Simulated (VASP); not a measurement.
Consider the following.

```
CELL_PARAMETERS angstrom
      0.00000     2.08080     2.08080
      2.08080     0.00000     2.08080
      2.08080     2.08080     0.00000
ATOMIC_POSITIONS crystal
  Li 0.00000 0.00000 0.00000
  H  0.50000 0.50000 0.50000
```

Calculation: PBE GGA, VASP's PBE PAW potentials (set 64) (plane waves; VASP). Numerical set-up: PREC = Single, 520 eV cut-off, 10×10×10 Γ-centred mesh, Gaussian smearing of 0.050 eV, potentials Li_sv H.

### Question
What does the run give for the energy per atom (σ→0), pressure, band gap (on the k-mesh) with the smallest direct gap where there is one?

### Answer

The band gap (on the k-mesh) comes out as 3.05 eV and the smallest direct gap (on the k-mesh) is 3.05 eV. The energy per atom (σ→0) comes out as -3.053 eV/atom and the pressure is -3.61 GPa.

Total energies compare only between runs with the same potentials, cut-off and functional.

The compound is LiH in the rock salt structure. The cell was not relaxed at this level. The run is one of a series of settings (PREC = Single against the base run), some of them coarse on purpose.
